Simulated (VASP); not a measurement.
Runs of VASP 6.6.1 on SeH2. The cell holds a molecule in a box, 3 atoms: a = 12.461 Å, b = 12.961 Å, c = 13.461 Å, α = 90.00°, β = 90.00°, γ = 90.00°. 

| task | level | cell | atoms held fixed (from 0) | gap on the mesh (eV) | largest force (eV/Å) |
| --- | --- | --- | --- | --- | --- |
| single point | RPBE+D3(BJ) | as given | - | 4.72 | (a) |
| single point | RPBE | as given | - | 4.72 | 0.07 |
| single point | PBE | as given | - | 4.79 | 0.02 |
| relaxation of the atoms | PBE+D3(BJ) | atoms relaxed | [0] | 4.79 | - |

Alike in all rows: potentials or basis VASP PAW PBE potentials, release 64 (Se, H); no spin polarisation; k mesh 1 × 1 × 1; cutoff (eV) 400; smearing gaussian 0.01 eV.

Fill in the values left out.

(a) 0.06.

Caveats: the PAW data sets were made with another functional, which shifts forces and pressure a little (some runs).

A k mesh can miss the band edges, and the runs leave out spin-orbit coupling on Se.
